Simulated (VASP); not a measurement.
Mg2SbCl:

```xyz
4
Lattice="1.8592 1.0734 6.7207 -1.8592 1.0734 6.7207 0.0000 -2.1468 6.7207" Properties=species:S:1:pos:R:3 pbc="T T T"
Mg    0.0000    0.0000    4.4924
Mg    0.0000    0.0000   15.6697
Sb    0.0000    0.0000   10.0810
Cl    0.0000    0.0000    0.0000
```

The cell comes from a database or a generator and needn't be the stable form of this composition.

```yaml
Program: VASP 6.6.1
Task: relaxation of cell and atoms
Functional: PBEsol
Potentials_or_basis: VASP PAW PBE potentials, release 64 (Mg, Sb, Cl)
Cutoff: 600 eV
k_mesh: 6 × 6 × 6
Occupations: gaussian, width 0.1 eV
Spin: no spin polarisation
```

At the start: pressure 26.7 GPa; volume 20.12 Å³/atom.

Where does the relaxation end?

Over 13 steps the energy falls by 722.7 meV/atom and the volume is 24.57 Å³/atom (+22.1 %); space group R-3m (No. 166, to 0.05 Å).

Step by step:
```csv
step,energy change (eV),largest force (eV/Å),pressure (GPa),volume (Å³)
1,0.0000,4.2632,26.69,80.48
2,-2.3373,0.1828,-5.47,125.51
3,-2.6523,0.5585,-1.12,109.05
4,-2.6532,0.5062,-1.45,109.87
5,-2.7461,0.4675,-1.06,106.92
6,-2.8521,0.3882,0.07,100.95
7,-2.8614,0.3557,0.74,98.31
8,-2.8780,0.1297,-0.34,99.74
9,-2.8783,0.0979,-0.50,99.97
10,-2.8873,0.0554,-0.16,98.82
11,-2.8901,0.0061,0.22,97.62
12,-2.8902,0.0033,0.16,97.78
13,-2.8907,0.0267,-0.06,98.28
```

Final structure:
```
Mg Sb Cl
1.0
     2.12381    1.22618    6.28993
    -2.12381    1.22618    6.28993
     0.00000   -2.45236    6.28993
Mg Sb Cl
2 1 1
Direct
  0.23936 0.23936 0.23936
  0.76064 0.76064 0.76064
  0.50000 0.50000 0.50000
  0.00000 0.00000 0.00000
```

Caveat: the volume moved by over 15 % at a fixed basis, so the end points are rough; the PAW data sets were made with another functional, which shifts forces and pressure a little; the relaxation stopped at a loose force limit of 0.05 eV/Å, so its end isn't a converged minimum.
